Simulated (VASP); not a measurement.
A snapshot from molecular dynamics of Ta, step 51; the first frame, the perfect lattice, has an electronic free energy F (no ionic kinetic energy) of -11.891 eV/atom. The Γ point alone samples so small a cell crudely.

```xyz
54
Lattice="9.9000 0.0000 0.0000 0.0000 9.9000 0.0000 0.0000 0.0000 9.9000" Properties=species:S:1:pos:R:3 pbc="T T T"
Ta     0.1841     0.3203     0.0898
Ta     3.1391     9.3216     0.3868
Ta     6.6198     0.2609     9.7444
Ta     0.2135     3.4066     0.2100
Ta     9.8167     0.0093     3.5739
Ta     1.9152     1.4702     2.0405
Ta     3.1685     3.4585     9.5142
Ta     4.0483     9.4065     2.8151
Ta     4.7573     2.0084     1.5114
Ta     6.6408     3.4584     9.6711
Ta     6.9335     9.7596     3.0936
Ta     8.0470     2.0191     1.5361
Ta     0.3637     6.7275     9.8331
Ta     9.3291     3.1654     3.2613
Ta     2.0384     5.6733     1.9656
Ta     3.8674     6.5114     0.5341
Ta     9.6311     9.7937     6.6116
Ta     1.3268     1.9657     5.0443
Ta     2.7549     3.5555     2.8887
Ta     5.1777     4.6752     1.7134
Ta     7.1352     6.3121     9.6788
Ta     2.6514     0.3124     6.1514
Ta     4.3835     1.7585     4.4283
Ta     6.3241     3.1494     3.5162
Ta     8.6533     5.1730     1.7296
Ta     6.2580     9.6156     6.6688
Ta     7.7677     1.4944     5.0011
Ta     0.1062     6.5669     3.2164
Ta     1.9656     8.2993     2.4232
Ta     9.4888     3.4769     6.4525
Ta     1.8705     5.1607     5.3436
Ta     3.8070     6.3639     3.2918
Ta     6.0545     8.1605     1.3526
Ta     1.2697     1.9542     8.2071
Ta     2.7029     3.0879     6.7938
Ta     4.4189     4.5155     5.1399
Ta     6.8925     6.2966     3.2567
Ta     8.9341     8.4260     1.3362
Ta     4.7542     1.6531     7.8969
Ta     6.4642     3.0392     6.5108
Ta     7.8697     4.8221     4.8392
Ta     8.1244     1.7239     8.2749
Ta     9.5979     6.4428     6.7050
Ta     1.4361     7.8288     4.8820
Ta     1.8833     5.3234     8.1666
Ta     3.2274     6.9768     6.7619
Ta     5.2057     8.2318     4.8113
Ta     5.0642     4.9519     8.2130
Ta     6.4463     6.1070     6.7386
Ta     8.3188     7.9458     4.7818
Ta     8.3578     4.8471     8.4002
Ta     1.4790     8.5289     8.1675
Ta     4.7173     8.1449     8.4477
Ta     8.6469     8.5918     8.6257
```

These are PBE GGA, VASP's PBE PAW potentials (set 64) (plane waves; VASP 6.6.1) values and carry that method's errors. Numerical set-up: PREC = Normal, LREAL = Auto, ISYM = 0, EDIFF = 1E-5, 300 eV cut-off, 1×1×1 Γ-centred mesh, Fermi-Dirac smearing of 0.22 eV, potentials Ta.

### Question
Give F per atom of this frame and the forces (eV/Å).

### Answer
-11.266 eV/atom.
| atom | Fx | Fy | Fz |
|---|---|---|---|
| Ta1 | 1.42 | 1.81 | 0.05 |
| Ta2 | 0.57 | 1.63 | -2.06 |
| Ta3 | -0.87 | 0.30 | 0.32 |
| Ta4 | 0.17 | 0.53 | 1.30 |
| Ta5 | 0.01 | 1.08 | -0.20 |
| Ta6 | -0.82 | -1.09 | -0.80 |
| Ta7 | 1.64 | 0.04 | 2.92 |
| Ta8 | 1.67 | 1.19 | 0.40 |
| Ta9 | 0.17 | -1.98 | -1.01 |
| Ta10 | -1.08 | -1.76 | 1.36 |
| Ta11 | -1.30 | 1.38 | 0.59 |
| Ta12 | -0.08 | -2.53 | -0.59 |
| Ta13 | 0.67 | -0.51 | 0.73 |
| Ta14 | 3.18 | -0.08 | 1.95 |
| Ta15 | -3.44 | -2.85 | -3.46 |
| Ta16 | -0.36 | 2.11 | -3.09 |
| Ta17 | 0.09 | 1.48 | -1.52 |
| Ta18 | -2.68 | 0.74 | -3.10 |
| Ta19 | 1.28 | -0.82 | 1.30 |
| Ta20 | 0.59 | 0.58 | -1.01 |
| Ta21 | -2.20 | 3.00 | 1.64 |
| Ta22 | 2.74 | -3.41 | 0.87 |
| Ta23 | -0.29 | -1.57 | 1.64 |
| Ta24 | 0.75 | 0.28 | -1.36 |
| Ta25 | -1.07 | -1.61 | -2.94 |
| Ta26 | 0.97 | 1.11 | 0.41 |
| Ta27 | 2.21 | -1.35 | -0.45 |
| Ta28 | -2.15 | 0.27 | 2.82 |
| Ta29 | -3.21 | 0.86 | -3.04 |
| Ta30 | 1.11 | -0.28 | 0.22 |
| Ta31 | -1.83 | -0.50 | -1.16 |
| Ta32 | 2.58 | 1.91 | 3.68 |
| Ta33 | -1.54 | -2.05 | 0.16 |
| Ta34 | -0.74 | -3.03 | 0.71 |
| Ta35 | 3.66 | 2.04 | -1.54 |
| Ta36 | 2.00 | 0.35 | 0.41 |
| Ta37 | -2.41 | 3.03 | -0.77 |
| Ta38 | -2.25 | -1.59 | 3.95 |
| Ta39 | -0.44 | -1.07 | 1.72 |
| Ta40 | -1.35 | 1.64 | 0.48 |
| Ta41 | 2.22 | -1.00 | 2.06 |
| Ta42 | 0.60 | -0.63 | -0.87 |
| Ta43 | 0.91 | 1.52 | 0.10 |
| Ta44 | -0.13 | 1.84 | 1.75 |
| Ta45 | -2.17 | -0.83 | 1.46 |
| Ta46 | 1.98 | -0.69 | -2.29 |
| Ta47 | -0.58 | -1.29 | 0.32 |
| Ta48 | -2.93 | -0.97 | 0.78 |
| Ta49 | 0.96 | 3.85 | -2.00 |
| Ta50 | -1.10 | 1.14 | 1.51 |
| Ta51 | 2.16 | -1.14 | -2.30 |
| Ta52 | 2.06 | -0.24 | -0.48 |
| Ta53 | 2.11 | 0.91 | 0.37 |
| Ta54 | -3.47 | -1.78 | -1.97 |

The cell is a supercell, built from Ta (bcc). Its lattice is the typed one, not relaxed at this level.
